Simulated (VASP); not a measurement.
Data:

```
ZrC
1.0
    0.00000     2.33758     2.33758
    2.33758     0.00000     2.33758
    2.33758     2.33758     0.00000
Zr C
1 1
Direct
  0.00000   0.00000   0.00000
  0.50000   0.50000   0.50000
```

These are PBE GGA with D3 dispersion (Becke-Johnson damping), VASP's PBE PAW potentials (set 64) (plane waves; VASP) values and carry that method's errors. Run with 520 eV cut-off, Gaussian smearing of 0.050 eV, potentials Zr_sv C.

Problem. Give the energies of bands 6 to 11 at the high-symmetry points, in eV from the Fermi level.

Solution. 
```csv
band,Γ,X,U,L,W
6,0.91,-2.07,-3.10,-5.39,-2.71
7,0.91,-1.84,-2.31,-3.02,-2.38
8,0.91,0.04,-1.62,-3.02,-2.38
9,1.07,0.04,1.48,4.55,3.30
10,1.07,4.50,4.94,4.55,3.30
11,1.07,5.75,5.46,5.40,5.76
```

It has no gap at this level: it comes out as a metal or semimetal.

The compound is ZrC in the rock salt structure. It was relaxed first.
